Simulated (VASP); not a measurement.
VASP runs on VSe2 (a trial cell in the fluorite structure, space group Fm-3m) share one base input (PBE GGA, plane waves, VASP's PBE PAW potentials (set 64)) and change the settings named in each case.

### KPOINTS
```
Regular mesh
0
G
 6 6 6
0 0 0
```

**INCAR**
```
SYSTEM = VSe2
ISMEAR = 0   # Gaussian
LORBIT = 10
NELM = 100   # most electronic steps
LREAL = F
MAGMOM = 2.0 0.0 0.0
SIGMA = 0.05
LMAXMIX = 4
LWAVE = F
LASPH = T
LCHARG = F
ENCUT = 400   # plane-wave cut-off (eV)
EDIFF = 1E-6
GGA = PE
PREC = Accurate
ISPIN = 2
ALGO = Normal
ISIF = 2   # forces and stress, cell fixed
```

### POSCAR
```
VSe2
1.0
  0.0000000000   2.9865470000   2.9865470000
  2.9865470000   0.0000000000   2.9865470000
  2.9865470000   2.9865470000   0.0000000000
V Se
1 2
Cartesian
  0.0000000000   0.0000000000   0.0000000000
  1.4932735000   1.4932735000   1.4932735000
  4.4798205000   4.4798205000   4.4798205000
```

POTCAR, in this order: V_sv Se (PBE.64 set). Program: vasp_std.

| change | E(σ→0) (eV/atom) | pressure (GPa) | moment (μB) | −TS (eV) |
|---|---|---|---|---|
| base run | -5.6310 | 11.74 | 1.74 | -0.0020 |
| LDAU = .TRUE., LDAUJ = 0 0, LDAUL = 2 -1, LDAUTYPE = 2, LDAUU = 1.0 0 | -5.3576 | 13.22 | 1.96 | -0.0029 |
| LDAU = .TRUE., LDAUJ = 0 0, LDAUL = 2 -1, LDAUTYPE = 2, LDAUU = 2.0 0 | -5.1056 | 15.26 | 2.15 | -0.0012 |
| LDAU = .TRUE., LDAUJ = 0 0, LDAUL = 2 -1, LDAUTYPE = 2, LDAUU = 3.0 0 | -4.8696 | 17.04 | 2.17 | -0.0015 |
| LDAU = .TRUE., LDAUJ = 0 0, LDAUL = 2 -1, LDAUTYPE = 2, LDAUU = 4.0 0 | -4.6452 | 18.89 | 2.19 | -0.0016 |
| LDAU = .TRUE., LDAUJ = 0 0, LDAUL = 2 -1, LDAUTYPE = 2, LDAUU = 5.0 0 | -4.4316 | 20.70 | 2.25 | -0.0019 |
| LDAU = .TRUE., LDAUJ = 0 0, LDAUL = 2 -1, LDAUTYPE = 2, LDAUU = 6.0 0 | -4.2277 | 22.41 | 2.28 | -0.0016 |
| LDAU = .TRUE., LDAUJ = 0 0, LDAUL = 2 -1, LDAUTYPE = 2, LDAUU = 8.0 0 | -3.8458 | 25.74 | 2.29 | -0.0016 |
| LDAU = .TRUE., LDAUJ = 0 0, LDAUL = 2 -1, LDAUTYPE = 2, LDAUU = 5.0 0, LMAXMIX = 2 | -4.4316 | 20.68 | 2.25 | -0.0019 |
 Energies of different potentials or functionals have different zeros. The moments were started parallel, and other spin orders were not tried in this run.

Left out are runs that ran out of time, are held back, or changed the cell or the kind of run, fixed moments of cells without a moment, rows past the twelfth, gaps on odd meshes, pressures of charged cells and columns that move by less than the noise.

The structure was generated: VSe2 was put into the fluorite type (Fm-3m), which need not be its known phase. The cell was not relaxed at this level.
